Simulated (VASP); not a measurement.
A 63-atom supercell of Si (diamond) holds O on the Si site with a neighbouring Si vacancy in charge state -1. It is relaxed twice, with the total moment held at 1 and at 3 μB. Calculation: PBE GGA, VASP's PBE PAW potentials (set 64) (plane waves; VASP). Settings: PREC = Normal, LREAL = Auto, ISYM = 0, NELECT = 255.0, EDIFF = 1E-5, 400 eV cut-off, 1×1×1 Γ-centred mesh, Gaussian smearing of 0.050 eV, potentials Si O.

The cell is charged, with a uniform compensating background. The supercell is sampled at Γ alone, which is coarse: total energies, pressure and levels can be off, energies of defects by several tenths of an eV.

Q: Which spin state lies lower, and by how much?

A: The state with 1 μB lies lower, by 0.87 eV.

The cell is a supercell with a defect, built from Si (diamond).
